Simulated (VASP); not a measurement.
Level of theory: HSE06 screened hybrid, VASP's PBE PAW potentials (set 64) (plane waves; VASP).

VASP input:

**INCAR**
```
AEXX = 0.25
SYSTEM = KMgF3
EDIFF = 1E-6   # SCF stop (eV)
NELM = 100   # most electronic steps
GGA = PE
ISYM = 3
LWAVE = F
PRECFOCK = Fast
LASPH = T
ENCUT = 400
HFSCREEN = 0.2   # 1/Angstrom
LREAL = F   # projection in real space or not
PREC = Accurate
ISIF = 2   # forces and stress, cell fixed
SIGMA = 0.01   # width (eV)
ISMEAR = 0
LHFCALC = T
ALGO = Normal   # blocked Davidson
LCHARG = F
```

### POSCAR
```
KMgF3
3.9653410
  1.0000000000   0.0000000000   0.0000000000
  0.0000000000   1.0000000000   0.0000000000
  0.0000000000   0.0000000000   1.0000000000
K Mg F
1 1 3
Direct
  0.5000000000   0.5000000000   0.5000000000
  0.0000000000   0.0000000000   0.0000000000
  0.0000000000   0.5000000000   0.0000000000
  0.5000000000   0.0000000000   0.0000000000
  0.0000000000   0.0000000000   0.5000000000
```

KPOINTS:
```
Automatic mesh
0
Gamma
4 4 4
0 0 0
```

POTCAR, in this order: K_sv Mg F (PBE.64 set). Program: vasp_std.

What VASP printed:

OSZICAR:
```
       N       E                     dE             d eps       ncg     rms          rms(c)
DAV:   1    -0.198002993989E+03   -0.19800E+03   -0.15638E+04   416   0.125E+03
DAV:   2    -0.430646767429E+03   -0.23264E+03   -0.22496E+03   524   0.358E+02
DAV:   3    -0.440831976306E+03   -0.10185E+02   -0.10164E+02   592   0.735E+01
DAV:   4    -0.441159112639E+03   -0.32714E+00   -0.32652E+00   596   0.779E+00
DAV:   5    -0.323778221204E+02    0.40878E+03   -0.34481E+00   440   0.212E+01    0.939E+00
DAV:   6    -0.295310829916E+02    0.28467E+01   -0.87831E+00   436   0.245E+01    0.335E+00
DAV:   7    -0.297227103912E+02   -0.19163E+00   -0.12567E+00   452   0.802E+00    0.301E+00
DAV:   8    -0.296928311422E+02    0.29879E-01   -0.60482E-02   524   0.205E+00    0.167E+00
DAV:   9    -0.296812482250E+02    0.11583E-01   -0.32036E-02   464   0.162E+00    0.817E-01
DAV:  10    -0.296795252652E+02    0.17230E-02   -0.29198E-03   532   0.580E-01    0.474E-01
DAV:  11    -0.296787662035E+02    0.75906E-03   -0.99570E-04   520   0.296E-01    0.301E-01
DAV:  12    -0.296786590546E+02    0.10715E-03   -0.48460E-04   592   0.193E-01    0.188E-01
DAV:  13    -0.296786750234E+02   -0.15969E-04   -0.13786E-04   476   0.125E-01    0.113E-01
DAV:  14    -0.296787011122E+02   -0.26089E-04   -0.53551E-05   488   0.798E-02    0.676E-02
DAV:  15    -0.296787197603E+02   -0.18648E-04   -0.22605E-05   536   0.495E-02    0.405E-02
DAV:  16    -0.296787306892E+02   -0.10929E-04   -0.89990E-06   480   0.314E-02    0.250E-02
DAV:  17    -0.296787365187E+02   -0.58295E-05   -0.38070E-06   432   0.200E-02    0.155E-02
DAV:  18    -0.296787394987E+02   -0.29800E-05   -0.15674E-06   320   0.130E-02    0.956E-03
DAV:  19    -0.296787409077E+02   -0.14090E-05   -0.78542E-07   312   0.925E-03    0.601E-03
DAV:  20    -0.296787415926E+02   -0.68487E-06   -0.33141E-07   312   0.563E-03
   1 F= -.29678742E+02 E0= -.29678742E+02  d E =-.271088E-26
```

OUTCAR:
```
------------------------ aborting loop because EDIFF is reached ----------------------------------------
  FORCE on cell =-STRESS in cart. coord.  units (eV):
  Direction    XX          YY          ZZ          XY          YZ          ZX
  --------------------------------------------------------------------------------------
  Total       -2.1504238     -2.1504238     -2.1504238      0.0000000     -0.0000000      0.0000000
  in kB      -55.2577275    -55.2577275    -55.2577275      0.0000000     -0.0000000      0.0000000
  external PRESSURE =     -55.2577275 kB  Pullay stress =       0.0000000 kB
  volume of cell :       62.35
      direct lattice vectors                 reciprocal lattice vectors
     3.965341000  0.000000000  0.000000000     0.252185121  0.000000000  0.000000000
     0.000000000  3.965341000  0.000000000     0.000000000  0.252185121  0.000000000
     0.000000000  0.000000000  3.965341000     0.000000000  0.000000000  0.252185121
 POSITION                                       TOTAL-FORCE (eV/Angst)
 -----------------------------------------------------------------------------------
      1.98267      1.98267      1.98267         0.000000      0.000000      0.000000
      0.00000      0.00000      0.00000         0.000000      0.000000      0.000000
      0.00000      1.98267      0.00000         0.000000      0.000000      0.000000
      1.98267      0.00000      0.00000         0.000000      0.000000      0.000000
      0.00000      0.00000      1.98267         0.000000      0.000000      0.000000
 -----------------------------------------------------------------------------------
    total drift:                               -0.000001     -0.000000      0.000000
  FREE ENERGIE OF THE ION-ELECTRON SYSTEM (eV)
  ---------------------------------------------------
  free  energy   TOTEN  =       -29.6787415926 eV

  energy  without entropy=      -29.6787415926  energy(sigma->0) =      -29.67874159

  exchange ACFDT corr.  =         0.00000000  see jH, gK, PRB 81, 115126
```
(Selected blocks of OUTCAR.)

At this cut-off the stress carries a Pulay error, which pulls relaxed volumes low.

The structure comes from a computed database's KMgF3 entry; how it stands against other phases isn't given here. The cell was not relaxed at this level. The run is one of a series of settings (AEXX = 0.25, GGA = PE, HFSCREEN = 0.2, ISYM = 3, LHFCALC = .TRUE., PRECFOCK = Fast against the base run), some of them coarse on purpose.
